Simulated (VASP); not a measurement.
Data:

```
YbN
1.0
    2.81892     0.00000     0.00000
    0.00000     2.81892     0.00000
    0.00000     0.00000     2.81892
Yb N
1 1
Direct
  0.00000   0.00000   0.00000
  0.50000   0.50000   0.50000
```

Calculation: PBE GGA, VASP's PBE PAW potentials (set 64) (plane waves; VASP). Run with 800 eV cut-off, 8×8×8 Γ-centred mesh, Gaussian smearing of 0.050 eV, potentials Yb_2 N_h.

The 4f electrons are frozen in the core of the lanthanide potential, so 4f levels, which can set the real gap, and their magnetism are missing.

Give the stress tensor in GPa (positive for a compressed cell).

```
14.88   0.00   0.00
 0.00  14.88   0.00
 0.00   0.00  14.88
```
The pressure is its mean diagonal, 14.88 GPa.

The structure was generated: YbN was put into the CsCl type (Pm-3m), which need not be its known phase. The cell was not relaxed at this level. The run is one of a series of settings (ENCUT = 800, POTCAR Yb_2 N_h (PBE.64 set) against the base run), some of them coarse on purpose. The electron count is odd and the run is not spin-polarised, which forces a metal.
